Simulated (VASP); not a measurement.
Runs of VASP 6.6.1 on PmSe. The structure is cubic, space group F-43m (No. 216). The conventional cell has a = 6.446 Å, b = 6.446 Å, c = 6.446 Å, α = 90.00°, β = 90.00°, γ = 90.00°. Pm (site symmetry -43m) is surrounded by 4 Se at 2.79 Å. Around Se (site symmetry -43m) lie 4 Pm at 2.79 Å. The cell comes from a database or a generator and needn't be the stable form of this composition.

```tsv
spin	U	fixed moment (μB)	gap on the mesh (eV)	pressure (GPa)	moment (μB)
collinear, random start	Pm f U = 5 eV	-	none	5.8	5.00
collinear, random start	Pm f U = 4 eV	-	none	6.1	4.99
collinear, ferromagnetic start	Pm f U = 4 eV	4	-	5.8	4.00
off	Pm f U = 4 eV	-	none	(a)	-
collinear, ferromagnetic start	Pm f U = 4 eV	-	none	6.1	4.99
collinear, ferromagnetic start	Pm f U = 5 eV	1	-	5.5	1.00
```

Alike in all rows: task single point; level PBE+U; potentials or basis VASP PAW PBE potentials, release 64 (Pm, Se); cell as given; k mesh 5 × 5 × 5; cutoff (eV) 520; smearing gaussian 0.05 eV.

Q: Estimate the missing entries.

A: (a) 3.3.

Caveats: the magnetic or orbital state may not be the lowest (some runs); spin-orbit coupling is left out, which moves the levels of the heavy elements (some runs); the total moment is fixed, so each spin has its own Fermi level (some runs); U without spin polarisation on a metal has little footing (some runs); the moment is held away from its start (some runs).

A k mesh can miss the band edges, and the runs leave out spin-orbit coupling on Pm, Se.

A gap of «none» marks a metal or a gap under the smearing width.
